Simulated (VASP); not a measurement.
The system is HoO.

```
Ho O
1.0
     3.06403    0.00000    0.00000
    -1.53202    2.65353    0.00000
     0.00000    0.00000    2.99034
Ho O
1 1
Direct
  0.00000 0.00000 0.00000
  0.66667 0.33333 0.50000
```

The cell comes from a database or a generator and needn't be the stable form of this composition.

Base run:

| Quantity | Value |
| --- | --- |
| Program | VASP 6.6.1 |
| Functional | r2SCAN |
| Potentials or basis | VASP PAW PBE potentials, release 64 (Ho, O) |
| Cutoff | 520 eV |
| k mesh | 7 × 7 × 6 |
| Occupations | gaussian, width 0.05 eV |
| Spin | no spin polarisation |
| Hubbard terms | Ho f U = 2 eV |

Its results: band gap on the k mesh none (metal or under the smearing width); pressure 30.6 GPa.

Problem. After a change of settings the same cell gave: band gap on the k mesh none (metal or under the smearing width); pressure 19.6 GPa. Which change was it?
A. functional from r2SCAN to PBEsol; hubbard terms from Ho f U = 2 eV to Ho f U = 7 eV
B. spin from no spin polarisation to collinear spin, random start; further incar settings from ALGO = Normal; EDIFF = 1e-06; NBANDS = 20 to ALGO = Normal; EDIFF = 1e-06
C. hubbard terms from Ho f U = 2 eV to Ho f U = 4 eV; further incar settings from ALGO = Normal; EDIFF = 1e-06; NBANDS = 20 to ALGO = Normal; EDIFF = 1e-07
D. functional from r2SCAN to PBEsol; further incar settings from ALGO = Normal; EDIFF = 1e-06; NBANDS = 20 to ALGO = Normal; EDIFF = 1e-07

Solution. D.

Caveats: the PAW data sets were made with another functional, which shifts forces and pressure a little; an odd number of electrons without spin polarisation forces a metal; a magnetic or distorted state may lie lower; the run has no spin polarisation, though such a crystal can be magnetic; U without spin polarisation on a metal has little footing; a pressure of tens of GPa on the cell as given is suspect, and the run, the potentials or the cell itself is likely at fault (some runs).

Not every run made on this cell is shown here.
